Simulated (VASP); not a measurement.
# A VASP study of AlCr2C (PBEsol + U): structure first, properties next, part 7 of 8

What structure does AlCr2C take at this level, and what are its properties? The start is a computed cell from the Materials Project.

VASP 6.6.1; PBEsol, DFT+U (Cr d 3 eV), spin-polarised from a ferromagnetic start; plane waves and PAW (Al, Cr_pv, C).

Still holding for the runs below: The magnetic state follows from one typed start and may not be the lowest. The k-mesh is coarse for a metal. A U on the itinerant d states of such a compound is hard to justify; it moves the bands at the Fermi level and favours large moments.

So far, moment of the cell, from the last line of the log (μB): step 2 (full relaxation (PBEsol + U)) 10.9; step 3 (second relaxation) 10.9; step 4 (density, ELF and potential (PBEsol + U)) 10.9; step 5 (band structure (PBEsol + U)) 10.9; step 6 (total and projected DOS (PBEsol + U)) 11.0. The relaxed cell has a = 2.976, c = 13.174 Å (conventional setting).

## 7. Electric field gradients (PBEsol + U)

Field gradients probe how far the charge around each nucleus departs from cubic symmetry; LASPH keeps the non-spherical terms inside the spheres.

Input file INCAR:

```
SYSTEM = AlCr2C
PREC = Accurate
ENCUT = 520
EDIFF = 1E-07
NELM = 100
ISMEAR = 0
SIGMA = 0.05
LREAL = .FALSE.
ALGO = Normal
GGA = PS
NBANDS = 50
ISPIN = 2
MAGMOM = -0.1 -0.1 2.961 2.961 2.961 2.961 -0.354 -0.354
LDAU = .TRUE.
LDAUTYPE = 2
LDAUL = -1 2 -1
LDAUU = 0 3 0
LDAUJ = 0 0 0
LDAUPRINT = 1
LASPH = .TRUE.
LMAXMIX = 4
LORBIT = 11
LWAVE = .FALSE.
LCHARG = .FALSE.
KPAR = 4
LEFG = .TRUE.
```

Input file POSCAR:

```
AlCr2C
1.0
    2.9755630427      0.0000000000      0.0000000000
   -1.4877815214      2.5769131855      0.0000000000
    0.0000000000      0.0000000000     13.1743114470
Al Cr C
2 4 2
Direct
    0.6666666700      0.3333333300      0.2500000000
    0.3333333300      0.6666666700      0.7500000000
    0.3333333300      0.6666666700      0.4141913893
    0.6666666700      0.3333333300      0.9141913893
    0.6666666700      0.3333333300      0.5858086107
    0.3333333300      0.6666666700      0.0858086107
    0.0000000000      0.0000000000      0.5000000000
    0.0000000000      0.0000000000      0.0000000000
```

Input file KPOINTS:

```
Automatic mesh
0
Gamma
9 9 2
0 0 0
```

The projector-augmented-wave data sets are Al, Cr_pv and C (PBE family, release 64).

Started as:

```
> mpirun -np 4 vasp_std
```

Log:

```text
[... set-up lines as in an earlier step ...]
 entering main loop
       N       E                     dE             d eps       ncg     rms          rms(c)
DAV:   1     0.722055790120E+03    0.72206E+03   -0.32338E+04  4808   0.134E+03
DAV:   2    -0.158304002562E+02   -0.73789E+03   -0.69943E+03  4802   0.424E+02
DAV:   3    -0.677077856310E+02   -0.51877E+02   -0.49684E+02  5636   0.118E+02
DAV:   4    -0.696699509406E+02   -0.19622E+01   -0.19484E+01  5404   0.208E+01
DAV:   5    -0.697155734799E+02   -0.45623E-01   -0.45604E-01  6276   0.319E+00    0.403E+01
DAV:   6    -0.634427559856E+02    0.62728E+01   -0.10707E+02  5810   0.753E+01    0.357E+01
DAV:   7    -0.564474369509E+02    0.69953E+01   -0.37960E+01  5394   0.470E+01    0.959E+00
DAV:   8    -0.569316220047E+02   -0.48419E+00   -0.34599E+00  5206   0.689E+00    0.489E+00
DAV:   9    -0.571771938375E+02   -0.24557E+00   -0.69292E-01  5782   0.461E+00    0.338E+00
DAV:  10    -0.571179534460E+02    0.59240E-01   -0.31388E-01  5842   0.406E+00    0.185E+00
DAV:  11    -0.571658378197E+02   -0.47884E-01   -0.98400E-02  5440   0.180E+00    0.834E-01
DAV:  12    -0.571759156869E+02   -0.10078E-01   -0.13411E-02  6398   0.536E-01    0.444E-01
DAV:  13    -0.571777758146E+02   -0.18601E-02   -0.31486E-03  6644   0.283E-01    0.310E-01
DAV:  14    -0.571794921730E+02   -0.17164E-02   -0.54861E-04  5874   0.115E-01    0.163E-01
DAV:  15    -0.571800580543E+02   -0.56588E-03   -0.49685E-04  5956   0.107E-01    0.649E-02
DAV:  16    -0.571801131699E+02   -0.55116E-04   -0.98969E-05  5952   0.621E-02    0.312E-02
DAV:  17    -0.571801186149E+02   -0.54450E-05   -0.13192E-05  6976   0.229E-02    0.193E-02
DAV:  18    -0.571801249067E+02   -0.62918E-05   -0.55420E-06  6138   0.149E-02    0.660E-03
DAV:  19    -0.571801259246E+02   -0.10179E-05   -0.94058E-07  6118   0.609E-03    0.271E-03
DAV:  20    -0.571801260182E+02   -0.93532E-07   -0.12027E-07  3318   0.222E-03
ion   1
     0.0000000    -0.0000000     0.0000000     2.0050304    -0.0000000     0.0000000
     0.0000349    -0.0000000     0.0000000     2.0050304    -0.0000000     0.0000000
     0.0000480    -0.0000000     0.0000000     2.0050304    -0.0000000     0.0000000
     0.0000661    -0.0000000     0.0000000     2.0050304    -0.0000000     0.0000000
     0.0000910    -0.0000000     0.0000000     2.0050304    -0.0000000     0.0000000

     0.0000000    -0.0000000     0.0000000    35.9176829    -0.0000000     0.0000000
     0.0000349    -0.0000000     0.0000000    35.9176338    -0.0000000     0.0000000
     0.0000480    -0.0000000     0.0000000    35.9176031    -0.0000000     0.0000000
     0.0000661    -0.0000000     0.0000000    35.9175518    -0.0000000     0.0000000
     0.0000910    -0.0000000     0.0000000    35.9174666    -0.0000000     0.0000000

ion   2
     0.0000000    -0.0000000     0.0000000     2.0050304    -0.0000000     0.0000000
     0.0000349    -0.0000000     0.0000000     2.0050304    -0.0000000     0.0000000
     0.0000480    -0.0000000     0.0000000     2.0050304    -0.0000000     0.0000000
     0.0000661    -0.0000000     0.0000000     2.0050304    -0.0000000     0.0000000
     0.0000910    -0.0000000     0.0000000     2.0050304    -0.0000000     0.0000000

     0.0000000    -0.0000000     0.0000000    35.9176829    -0.0000000     0.0000000
     0.0000349    -0.0000000     0.0000000    35.9176338    -0.0000000     0.0000000
     0.0000480    -0.0000000     0.0000000    35.9176031    -0.0000000     0.0000000
     0.0000661    -0.0000000     0.0000000    35.9175518    -0.0000000     0.0000000
     0.0000910    -0.0000000     0.0000000    35.9174666    -0.0000000     0.0000000

ion   3
     0.0000000    -0.0000000    -0.0000000    -3.4884911     0.0000000     0.0000000
     0.0000434    -0.0000000    -0.0000000    -3.4884911     0.0000000     0.0000000
     0.0000597    -0.0000000    -0.0000000    -3.4884911     0.0000000     0.0000000
     0.0000823    -0.0000000    -0.0000000    -3.4884910     0.0000000     0.0000000
     0.0001133    -0.0000000    -0.0000000    -3.4884909     0.0000000     0.0000000

     0.0000000    -0.0000002    -0.0000000   -13.8844175     0.0000000     0.0000002
     0.0000434    -0.0000002    -0.0000000   -13.8843569     0.0000000     0.0000002
     0.0000597    -0.0000002    -0.0000000   -13.8843175     0.0000000     0.0000002
     0.0000823    -0.0000002    -0.0000000   -13.8842503     0.0000000     0.0000002
     0.0001133    -0.0000002    -0.0000000   -13.8841365     0.0000000     0.0000002

ion   4
     0.0000000    -0.0000000     0.0000000    -3.4884911    -0.0000000     0.0000000
     0.0000434    -0.0000000     0.0000000    -3.4884911    -0.0000000     0.0000000
     0.0000597    -0.0000000     0.0000000    -3.4884911    -0.0000000     0.0000000
     0.0000823    -0.0000000     0.0000000    -3.4884910    -0.0000000     0.0000000
     0.0001133    -0.0000000     0.0000000    -3.4884909    -0.0000000     0.0000000

     0.0000000    -0.0000002     0.0000000   -13.8844175    -0.0000000     0.0000002
     0.0000434    -0.0000002     0.0000000   -13.8843569    -0.0000000     0.0000002
     0.0000597    -0.0000002     0.0000000   -13.8843175    -0.0000000     0.0000002
     0.0000823    -0.0000002     0.0000000   -13.8842503    -0.0000000     0.0000002
     0.0001133    -0.0000002     0.0000000   -13.8841365    -0.0000000     0.0000002

ion   5
     0.0000000    -0.0000000    -0.0000000    -3.4884911     0.0000000     0.0000000
     0.0000434    -0.0000000    -0.0000000    -3.4884911     0.0000000     0.0000000
     0.0000597    -0.0000000    -0.0000000    -3.4884911     0.0000000     0.0000000
     0.0000823    -0.0000000    -0.0000000    -3.4884910     0.0000000     0.0000000
     0.0001133    -0.0000000    -0.0000000    -3.4884909     0.0000000     0.0000000

     0.0000000    -0.0000002    -0.0000000   -13.8844175     0.0000000     0.0000002
     0.0000434    -0.0000002    -0.0000000   -13.8843569     0.0000000     0.0000002
     0.0000597    -0.0000002    -0.0000000   -13.8843175     0.0000000     0.0000002
     0.0000823    -0.0000002    -0.0000000   -13.8842503     0.0000000     0.0000002
     0.0001133    -0.0000002    -0.0000000   -13.8841365     0.0000000     0.0000002

ion   6
     0.0000000    -0.0000000     0.0000000    -3.4884911    -0.0000000     0.0000000
     0.0000434    -0.0000000     0.0000000    -3.4884911    -0.0000000     0.0000000
     0.0000597    -0.0000000     0.0000000    -3.4884911    -0.0000000     0.0000000
     0.0000823    -0.0000000     0.0000000    -3.4884910    -0.0000000     0.0000000
     0.0001133    -0.0000000     0.0000000    -3.4884909    -0.0000000     0.0000000

     0.0000000    -0.0000002     0.0000000   -13.8844175    -0.0000000     0.0000002
     0.0000434    -0.0000002     0.0000000   -13.8843569    -0.0000000     0.0000002
     0.0000597    -0.0000002     0.0000000   -13.8843175    -0.0000000     0.0000002
     0.0000823    -0.0000002     0.0000000   -13.8842503    -0.0000000     0.0000002
     0.0001133    -0.0000002     0.0000000   -13.8841365    -0.0000000     0.0000002

ion   7
     0.0000000    -0.0000000    -0.0000000    -2.4276395     0.0000000     0.0000000
     0.0000266    -0.0000000    -0.0000000    -2.4276394     0.0000000     0.0000000
     0.0000367    -0.0000000    -0.0000000    -2.4276394     0.0000000     0.0000000
     0.0000505    -0.0000000    -0.0000000    -2.4276394     0.0000000     0.0000000
     0.0000695    -0.0000000    -0.0000000    -2.4276394     0.0000000     0.0000000

     0.0000000    -0.0000000    -0.0000000    -4.0011588     0.0000000     0.0000000
     0.0000266    -0.0000000    -0.0000000    -4.0011584     0.0000000     0.0000000
     0.0000367    -0.0000000    -0.0000000    -4.0011582     0.0000000     0.0000000
     0.0000505    -0.0000000    -0.0000000    -4.0011578     0.0000000     0.0000000
     0.0000695    -0.0000000    -0.0000000    -4.0011571     0.0000000     0.0000000

ion   8
     0.0000000    -0.0000000     0.0000000    -2.4276395    -0.0000000     0.0000000
     0.0000266    -0.0000000     0.0000000    -2.4276394    -0.0000000     0.0000000
     0.0000367    -0.0000000     0.0000000    -2.4276394    -0.0000000     0.0000000
     0.0000505    -0.0000000     0.0000000    -2.4276394    -0.0000000     0.0000000
     0.0000695    -0.0000000     0.0000000    -2.4276394    -0.0000000     0.0000000

     0.0000000    -0.0000000     0.0000000    -4.0011588    -0.0000000     0.0000000
     0.0000266    -0.0000000     0.0000000    -4.0011584    -0.0000000     0.0000000
     0.0000367    -0.0000000     0.0000000    -4.0011582    -0.0000000     0.0000000
     0.0000505    -0.0000000     0.0000000    -4.0011578    -0.0000000     0.0000000
     0.0000695    -0.0000000     0.0000000    -4.0011571    -0.0000000     0.0000000

   1 F= -.57180126E+02 E0= -.57178175E+02  d E =-.390174E-02  mag=    10.9379
```

The job ended after 39 s (4 MPI ranks of Intel Xeon 6975P-C (Granite Rapids), shared host; peak memory 1.5 GiB; 2.5 min of CPU time).

Parts of OUTCAR (step 7):

```text
   NELECT =      62.0000    total number of electrons

atom =   3  type =  2  l = 2

 onsite density matrix

spin component  1

spin component  2

  0.1201  0.0000  0.0000  0.0766  0.0000
  0.0000  0.1646 -0.0000 -0.0000  0.0766
  0.0000 -0.0000  0.0758  0.0000 -0.0000
  0.0766 -0.0000  0.0000  0.1646 -0.0000
  0.0000  0.0766 -0.0000 -0.0000  0.1201

 occupancies and eigenvectors

  o =  0.0626  v =  0.0000  0.0000  0.0000  0.0000  0.0000  0.3451 -0.5416  0.0000 -0.2590  0.7215      0.0000  0.0000  0.0000  0.0000  0.0000  0.0000  0.0000  0.0000  0.0000  0.0000
  o =  0.0626  v =  0.0000  0.0000  0.0000  0.0000  0.0000 -0.7215 -0.2590  0.0000  0.5416  0.3451      0.0000  0.0000  0.0000  0.0000  0.0000  0.0000  0.0000  0.0000  0.0000  0.0000
  o =  0.0758  v =  0.0000  0.0000  0.0000  0.0000  0.0000  0.0000  0.0000  1.0000 -0.0000 -0.0000      0.0000  0.0000  0.0000  0.0000  0.0000  0.0000  0.0000  0.0000  0.0000  0.0000
  o =  0.2220  v =  0.0000  0.0000  0.0000  0.0000  0.0000  0.2590  0.7215 -0.0000  0.3450  0.5416      0.0000  0.0000  0.0000  0.0000  0.0000  0.0000  0.0000  0.0000  0.0000  0.0000
  o =  0.2220  v =  0.0000  0.0000  0.0000  0.0000  0.0000 -0.5416  0.3450 -0.0000 -0.7215  0.2590      0.0000  0.0000  0.0000  0.0000  0.0000  0.0000  0.0000  0.0000  0.0000  0.0000
  o =  0.6575  v = -0.2678 -0.7073 -0.0000 -0.3382 -0.5600  0.0000  0.0000  0.0000  0.0000  0.0000      0.0000  0.0000  0.0000  0.0000  0.0000  0.0000  0.0000  0.0000  0.0000  0.0000
  o =  0.6575  v = -0.5600  0.3382  0.0000 -0.7073  0.2678  0.0000  0.0000  0.0000  0.0000  0.0000      0.0000  0.0000  0.0000  0.0000  0.0000  0.0000  0.0000  0.0000  0.0000  0.0000
  o =  0.7053  v = -0.0000  0.0000 -1.0000 -0.0000  0.0000  0.0000  0.0000  0.0000  0.0000  0.0000      0.0000  0.0000  0.0000  0.0000  0.0000  0.0000  0.0000  0.0000  0.0000  0.0000
  o =  0.7984  v =  0.3382 -0.5600 -0.0000 -0.2678  0.7073  0.0000  0.0000  0.0000  0.0000  0.0000      0.0000  0.0000  0.0000  0.0000  0.0000  0.0000  0.0000  0.0000  0.0000  0.0000
  o =  0.7984  v = -0.7073 -0.2678 -0.0000  0.5600  0.3382  0.0000  0.0000  0.0000  0.0000  0.0000      0.0000  0.0000  0.0000  0.0000  0.0000  0.0000  0.0000  0.0000  0.0000  0.0000

atom =   4  type =  2  l = 2

 onsite density matrix

spin component  1

spin component  2

  0.1201 -0.0000  0.0000 -0.0766 -0.0000
 -0.0000  0.1646  0.0000 -0.0000 -0.0766
  0.0000  0.0000  0.0758 -0.0000 -0.0000
 -0.0766 -0.0000 -0.0000  0.1646  0.0000
 -0.0000 -0.0766 -0.0000  0.0000  0.1201

 occupancies and eigenvectors

  o =  0.0626  v =  0.0000  0.0000  0.0000  0.0000  0.0000  0.3451  0.5416  0.0000  0.2591  0.7215      0.0000  0.0000  0.0000  0.0000  0.0000  0.0000  0.0000  0.0000  0.0000  0.0000
  o =  0.0626  v =  0.0000  0.0000  0.0000  0.0000  0.0000 -0.7215  0.2591  0.0000 -0.5416  0.3451      0.0000  0.0000  0.0000  0.0000  0.0000  0.0000  0.0000  0.0000  0.0000  0.0000
  o =  0.0758  v =  0.0000  0.0000  0.0000  0.0000  0.0000  0.0000 -0.0000  1.0000  0.0000 -0.0000      0.0000  0.0000  0.0000  0.0000  0.0000  0.0000  0.0000  0.0000  0.0000  0.0000
  o =  0.2220  v =  0.0000  0.0000  0.0000  0.0000  0.0000  0.2590 -0.7215 -0.0000 -0.3450  0.5416      0.0000  0.0000  0.0000  0.0000  0.0000  0.0000  0.0000  0.0000  0.0000  0.0000
  o =  0.2220  v =  0.0000  0.0000  0.0000  0.0000  0.0000 -0.5416 -0.3450 -0.0000  0.7215  0.2590      0.0000  0.0000  0.0000  0.0000  0.0000  0.0000  0.0000  0.0000  0.0000  0.0000
  o =  0.6575  v = -0.2678  0.7073 -0.0000  0.3382 -0.5600  0.0000  0.0000  0.0000  0.0000  0.0000      0.0000  0.0000  0.0000  0.0000  0.0000  0.0000  0.0000  0.0000  0.0000  0.0000
  o =  0.6575  v = -0.5600 -0.3382  0.0000  0.7073  0.2678  0.0000  0.0000  0.0000  0.0000  0.0000      0.0000  0.0000  0.0000  0.0000  0.0000  0.0000  0.0000  0.0000  0.0000  0.0000
  o =  0.7053  v = -0.0000 -0.0000 -1.0000  0.0000  0.0000  0.0000  0.0000  0.0000  0.0000  0.0000      0.0000  0.0000  0.0000  0.0000  0.0000  0.0000  0.0000  0.0000  0.0000  0.0000
[...]
o =  0.6575  v = -0.2678  0.7073 -0.0000  0.3382 -0.5600  0.0000  0.0000  0.0000  0.0000  0.0000      0.0000  0.0000  0.0000  0.0000  0.0000  0.0000  0.0000  0.0000  0.0000  0.0000
  o =  0.6575  v = -0.5600 -0.3382  0.0000  0.7073  0.2678  0.0000  0.0000  0.0000  0.0000  0.0000      0.0000  0.0000  0.0000  0.0000  0.0000  0.0000  0.0000  0.0000  0.0000  0.0000
  o =  0.7053  v = -0.0000 -0.0000 -1.0000  0.0000  0.0000  0.0000  0.0000  0.0000  0.0000  0.0000      0.0000  0.0000  0.0000  0.0000  0.0000  0.0000  0.0000  0.0000  0.0000  0.0000
  o =  0.7984  v =  0.3382  0.5600 -0.0000  0.2678  0.7073  0.0000  0.0000  0.0000  0.0000  0.0000      0.0000  0.0000  0.0000  0.0000  0.0000  0.0000  0.0000  0.0000  0.0000  0.0000
  o =  0.7984  v = -0.7073  0.2678 -0.0000 -0.5600  0.3382  0.0000  0.0000  0.0000  0.0000  0.0000      0.0000  0.0000  0.0000  0.0000  0.0000  0.0000  0.0000  0.0000  0.0000  0.0000

 E-fermi :   8.2311

 spin component 1
 k-point     1 :       0.0000    0.0000    0.0000
  band No.  band energies     occupation
    ...
     34       7.1327      1.00000
     35       7.2243      1.00000
     36       7.2243      1.00000
     37       7.2554      1.00000
     38       7.2554      1.00000
     39       9.8193      0.00000
     40      10.9516      0.00000
     41      12.7019      0.00000
     42      13.0117      0.00000
     43      13.0117      0.00000
    ...

 k-point     2 :       0.1111   -0.0000    0.0000
  band No.  band energies     occupation
    ...
     34       7.0092      1.00000
     35       7.3790      1.00000
     36       7.4035      1.00000
     37       7.4087      1.00000
     38       7.6145      1.00000
     39       9.8826      0.00000
     40      11.1897      0.00000
     41      12.5291      0.00000
     42      12.6268      0.00000
     43      12.8979      0.00000
    ...

  Total        0.0146718      0.0146718      0.0220673     -0.0000000      0.0000000      0.0000000
  in kB        0.2327005      0.2327005      0.3499958     -0.0000000      0.0000000      0.0000000
  external PRESSURE =       0.2717989 kB  Pullay stress =       0.0000000 kB

 POSITION                                       TOTAL-FORCE (eV/Angst)
 -----------------------------------------------------------------------------------
      1.48778      0.85897      3.29358        -0.000000     -0.000000      0.000000
     -0.00000      1.71794      9.88073        -0.000000      0.000000      0.000000
     -0.00000      1.71794      5.45669        -0.000000     -0.000000     -0.000285
      1.48778      0.85897     12.04384         0.000000      0.000000     -0.000285
      1.48778      0.85897      7.71763         0.000000      0.000000      0.000285
     -0.00000      1.71794      1.13047        -0.000000     -0.000000      0.000285
      0.00000      0.00000      6.58716        -0.000000      0.000000      0.000000
      0.00000      0.00000      0.00000        -0.000000      0.000000      0.000000
 -----------------------------------------------------------------------------------
    total drift:                               -0.000009      0.000005     -0.000000

  FREE ENERGIE OF THE ION-ELECTRON SYSTEM (eV)
  ---------------------------------------------------
  free  energy   TOTEN  =       -57.1801260182 eV

  energy  without entropy=      -57.1762242766  energy(sigma->0) =      -57.17817515

 Electric field gradients after diagonalization (V/A^2)
 (convention: |V_zz| > |V_xx| > |V_yy|)
----------------------------------------------------------------------
 ion       V_xx      V_yy      V_zz     asymmetry (V_yy - V_xx)/ V_zz
----------------------------------------------------------------------
   1      22.796    22.796   -45.592       0.000
   2      22.796    22.796   -45.592       0.000
   3      -8.647    -8.644    17.291       0.000
   4      -8.647    -8.644    17.291       0.000
   5      -8.647    -8.644    17.291       0.000
   6      -8.647    -8.644    17.291       0.000
   7      -2.165    -2.164     4.329       0.000
   8      -2.165    -2.164     4.329       0.000
----------------------------------------------------------------------

 magnetization (x)
# of ion       s       p       d       tot
------------------------------------------
    1       -0.037  -0.063   0.000  -0.100
    2       -0.037  -0.063   0.000  -0.100
    3       -0.001  -0.001   2.963   2.961
    4       -0.001  -0.001   2.963   2.961
    5       -0.001  -0.001   2.963   2.961
    6       -0.001  -0.001   2.963   2.961
    7       -0.046  -0.308   0.000  -0.354
    8       -0.046  -0.308   0.000  -0.354
--------------------------------------------------
tot         -0.169  -0.746  11.850  10.935

[... 12 parts as in an earlier step ...]

[... 12 further parts left out ...]
```

Numbers from this step:

| Item | Value |
| --- | --- |
| SCF cycles | 20 |
| bands | 50 |
| irreducible k-points | 24 |
| free energy (TOTEN) | -57.1801 eV |
| Fermi energy | 8.231 eV |
| pressure | 0.02718 GPa |
| moment of the cell, from the last line of the log | 10.94 μB |

Electric field gradients, by row:

```csv
atom,Vxx (V/Å²),Vyy (V/Å²),Vzz (V/Å²),asymmetry
Al1,22.8,22.8,-45.59,0
Al2,22.8,22.8,-45.59,0
Cr3,-8.647,-8.644,17.29,0
Cr4,-8.647,-8.644,17.29,0
Cr5,-8.647,-8.644,17.29,0
Cr6,-8.647,-8.644,17.29,0
C7,-2.165,-2.164,4.329,0
C8,-2.165,-2.164,4.329,0
```

The largest gradient, -45.59 V/Å², sits on Al1 and like sites; times the quadrupole moment of a nucleus that has one, it gives the coupling that NMR and NQR see.

(Continued in part 8 of 8.)

[Lines on the potential files, build, host, timing and source positions are cut from VASP's logs without a mark.]

[Logs are printed without paths, hosts, clocks, repeated set-up lines and the standing remarks that a program may print on its own settings, such as how far it seeks lower states.]

[Hosts, paths, dates, database ids (printed as entryN), source tags and the programs' standing remarks are cut or masked in the printed files.]

[A measured line is paired with the nearest computed mode of its activity, which favours agreement.]
